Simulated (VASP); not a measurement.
Here is the system:

```
Mg2Ge
1.0
    0.00000     3.29890     3.29890
    3.29890     0.00000     3.29890
    3.29890     3.29890     0.00000
Mg Ge
2 1
Cartesian
  1.64945   1.64945   1.64945
  4.94834   4.94834   4.94834
  3.29890   3.29890   0.00000
```

Computed with RPBE GGA, VASP's PBE PAW potentials (set 64) (plane waves; VASP 6.6.1). Settings: 520 eV cut-off, 6×6×6 Γ-centred mesh, Gaussian smearing of 0.050 eV, potentials Mg Ge_d.

Problem. The job: Mg$_{2}$Ge (antifluorite), 3 atoms, RPBE, static run, 520 eV, 6×6×6 Γ-centred mesh. Roughly how much core time does it take on a busy server core?

Solution. About 30 core-seconds (one run on a shared machine, a rough figure). It had 16 irreducible k-points, 13 bands, up to 1964 plane waves and 15 electronic steps.

The compound is Mg2Ge in the antifluorite structure. This cell is one point of a volume scan, at 1.06 of the reference volume.
